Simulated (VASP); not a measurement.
Input:

```
MoSSe
1.0
    3.24781     0.00000     0.00000
   -1.62390     2.81268     0.00000
    0.00000     0.00000    22.07924
Mo Se S
2 2 2
Cartesian
  0.00000   1.87512   3.23304
  1.62390   0.93756  10.05591
  0.00000   1.87512  11.75196
  0.00000   1.87512   8.35943
  1.62390   0.93756   1.69174
  1.62390   0.93756   4.77420
```

Computed with HSE06 screened hybrid, VASP's PBE PAW potentials (set 64) (plane waves; VASP 6.6.1). Numerical set-up: 400 eV cut-off, 6×6×1 Γ-centred mesh, Gaussian smearing of 0.050 eV, potentials Mo_sv Se S.

The cell holds a wide vacuum, so values per volume refer to the whole cell.

Question: Estimate the energy per atom (σ→0), largest force, band gap (over the mesh, the named points and PBE's band edges) with the smallest direct gap where there is one.

Answer: 
```yaml
band gap (over the mesh, the named points and PBE's band edges): 1.12 eV
smallest direct gap (over the mesh, the named points and PBE's band edges): 1.12 eV
energy per atom (σ→0): -8.371 eV/atom
largest_force: 0.629 eV/Å
```

The cell is a sheet with vacuum, built from a database entry that may be metastable or hypothetical.
